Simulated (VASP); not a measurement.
Output of a VASP run:

**OUTCAR**
```
 ion  position               nearest neighbor table
   1  0.667  0.333  1.000-   4 1.54   4 1.54   4 1.54   3 1.56
   2  0.333  0.667  0.500-   3 1.54   3 1.54   3 1.54   4 1.56
   3  0.667  0.333  0.625-   2 1.54   2 1.54   2 1.54   1 1.56
   4  0.333  0.667  0.125-   1 1.54   1 1.54   1 1.54   2 1.56
  LATTYP: Found a hexagonal cell.
 ALAT       =     2.5130770000
 C/A-ratio  =     1.6550308646
 Subroutine PRICEL returns:
 Original cell was already a primitive cell.
 Subroutine GETGRP returns: Found 12 space group operations
The static configuration has the point symmetry C_3v.
 The point group associated with its full space group is C_6v.
The dynamic configuration has the point symmetry C_3v.
 Subroutine INISYM returns: Found 12 space group operations
 Subroutine IBZKPT returns following result:
 Found     56 irreducible k-points:

 Following reciprocal coordinates:
            Coordinates               Weight
  0.000000  0.000000  0.000000      1.000000
  0.100000  0.000000  0.000000      6.000000
  0.200000  0.000000  0.000000      6.000000
  0.300000  0.000000  0.000000      6.000000
  0.400000  0.000000  0.000000      6.000000
  0.500000  0.000000  0.000000      3.000000
  0.100000  0.100000  0.000000      6.000000
  0.200000  0.100000  0.000000     12.000000
  0.300000  0.100000  0.000000     12.000000
  0.400000  0.100000  0.000000     12.000000
  0.200000  0.200000  0.000000      6.000000
  0.300000  0.200000  0.000000     12.000000
  0.400000  0.200000  0.000000      6.000000
  0.300000  0.300000  0.000000      6.000000
  0.000000  0.000000  0.166667      2.000000
  0.100000  0.000000  0.166667     12.000000
  0.200000  0.000000  0.166667     12.000000
  0.300000  0.000000  0.166667     12.000000
  0.400000  0.000000  0.166667     12.000000
  0.500000  0.000000  0.166667      6.000000
  0.100000  0.100000  0.166667     12.000000
  0.200000  0.100000  0.166667     24.000000
  0.300000  0.100000  0.166667     24.000000
  0.400000  0.100000  0.166667     24.000000
  0.200000  0.200000  0.166667     12.000000
  0.300000  0.200000  0.166667     24.000000
  0.400000  0.200000  0.166667     12.000000
  0.300000  0.300000  0.166667     12.000000
  0.000000  0.000000  0.333333      2.000000
  0.100000  0.000000  0.333333     12.000000
  0.200000  0.000000  0.333333     12.000000
  0.300000  0.000000  0.333333     12.000000
  0.400000  0.000000  0.333333     12.000000
  0.500000  0.000000  0.333333      6.000000
  0.100000  0.100000  0.333333     12.000000
  0.200000  0.100000  0.333333     24.000000
  0.300000  0.100000  0.333333     24.000000
  0.400000  0.100000  0.333333     24.000000
  0.200000  0.200000  0.333333     12.000000
  0.300000  0.200000  0.333333     24.000000
   k-points           NKPTS =     56   k-points in BZ     NKDIM =     56   number of bands    NBANDS=     12
   number of dos      NEDOS =    301   number of ions     NIONS =      4
   total plane-waves  NPLWV =   7168
   dimension x,y,z NGX =    16 NGY =   16 NGZ =   28
   dimension x,y,z NGXF=    32 NGYF=   32 NGZF=   56
   ions per type =               2   2
   PREC   = accura    normal or accurate (medium, high low for compatibility)
   ISTART =      0    job   : 0-new  1-cont  2-samecut
   ICHARG =      2    charge: 1-file 2-atom 10-const
   ISPIN  =      1    spin polarized calculation?
   LNONCOLLINEAR =      F non collinear calculations
   LSORBIT =      F    spin-orbit coupling
   INIWAV =      1    electr: 0-lowe 1-rand  2-diag
   ENCUT  =  400.0 eV  29.40 Ry    5.42 a.u.   4.10  4.10  6.78*2*pi/ulx,y,z
   NELM   =    100;   NELMIN=  2; NELMDL= -5     # of ELM steps
   EDIFF  = 0.1E-05   stopping-criterion for ELM
   LREAL  =      F    real-space projection
   NLSPLINE    = F    spline interpolate recip. space projectors
   LMAXMIX     =    2 max onsite mixed and CHGCAR
   VOSKOWN=      0    Vosko Wilk Nusair interpolation
...
```

File OSZICAR:
```
       N       E                     dE             d eps       ncg     rms          rms(c)
DAV:   1     0.304973103377E+02    0.30497E+02   -0.74092E+03  1360   0.105E+03
DAV:   2    -0.368737590073E+02   -0.67371E+02   -0.62891E+02  1860   0.224E+02
DAV:   3    -0.385768603097E+02   -0.17031E+01   -0.16976E+01  1788   0.363E+01
DAV:   4    -0.385846794571E+02   -0.78191E-02   -0.78170E-02  1620   0.263E+00
DAV:   5    -0.385847575506E+02   -0.78093E-04   -0.78081E-04  1748   0.239E-01    0.961E+00
DAV:   6    -0.368141565937E+02    0.17706E+01   -0.42751E+00  1596   0.165E+01    0.487E+00
DAV:   7    -0.366208722423E+02    0.19328E+00   -0.24675E-01  1604   0.443E+00    0.281E+00
DAV:   8    -0.365777993779E+02    0.43073E-01   -0.69903E-02  1520   0.234E+00    0.213E-01
DAV:   9    -0.365770317047E+02    0.76767E-03   -0.19826E-03  1740   0.418E-01    0.122E-01
DAV:  10    -0.365770915279E+02   -0.59823E-04   -0.17161E-04  1584   0.129E-01    0.197E-02
DAV:  11    -0.365770916789E+02   -0.15098E-06   -0.29854E-05  1724   0.449E-02    0.113E-02
DAV:  12    -0.365770921301E+02   -0.45121E-06   -0.36329E-06  1568   0.180E-02
   1 F= -.36577092E+02 E0= -.36577092E+02  d E =-.504465E-10
```

**OUTCAR**
```
------------------------ aborting loop because EDIFF is reached ----------------------------------------
  FORCE on cell =-STRESS in cart. coord.  units (eV):
  Direction    XX          YY          ZZ          XY          YZ          ZX
  --------------------------------------------------------------------------------------
  Total        1.0536920      1.0536925      1.0114231      0.0000002      0.0000000      0.0000000
  in kB       74.2113048     74.2113373     71.2343130      0.0000170      0.0000000      0.0000000
  external PRESSURE =      73.2189850 kB  Pullay stress =       0.0000000 kB
  volume of cell :       22.75
      direct lattice vectors                 reciprocal lattice vectors
     2.513077000  0.000000000  0.000000000     0.397918568  0.229738250  0.000000000
    -1.256538000  2.176389000  0.000000000     0.000000000  0.459476684  0.000000000
     0.000000000  0.000000000  4.159220000     0.000000000  0.000000000  0.240429696
  FREE ENERGIE OF THE ION-ELECTRON SYSTEM (eV)
  ---------------------------------------------------
  free  energy   TOTEN  =       -36.5770921301 eV

  energy  without entropy=      -36.5770921300  energy(sigma->0) =      -36.57709213
```
(Selected blocks of OUTCAR.)

POSCAR:
```
BN
1
    2.5130770000     0.0000000000     0.0000000000
   -1.2565380000     2.1763890000     0.0000000000
    0.0000000000     0.0000000000     4.1592200000
B N
2 2
Direct
  0.6666670000   0.3333330000   0.9997200000
  0.3333330000   0.6666670000   0.4997200000
  0.6666670000   0.3333330000   0.6252800000
  0.3333330000   0.6666670000   0.1252800000
```

Task: Reconstruct the remaining input files.

Result: Several could match; the one computed here: the input of the run itself, PBEsol GGA, plane waves, VASP's PBE PAW potentials (set 64).

### INCAR
```
# general
SYSTEM = BN
PREC   = Accurate
ENCUT  = 400
LREAL  = .FALSE.
LASPH  = .TRUE.

# electronic loop
EDIFF  = 1E-6
NELM   = 100
ALGO   = Normal

# smearing
ISMEAR = -1
SIGMA  = 0.05

# functional
GGA    = PS

# ions
ISIF   = 2

# output
LWAVE  = .FALSE.
LCHARG = .FALSE.
```

File KPOINTS:
```
Automatic mesh
0
Gamma
10 10 6
0 0 0
```

POTCAR, in this order: B N (PBE.64 set). Program: vasp_std.

At this cut-off the stress carries a Pulay error, which pulls relaxed volumes low.

The structure comes from a computed database's BN entry; how it stands against other phases isn't given here. The cell was not relaxed at this level. The run is one of a series of settings (GGA = PS against the base run), some of them coarse on purpose.
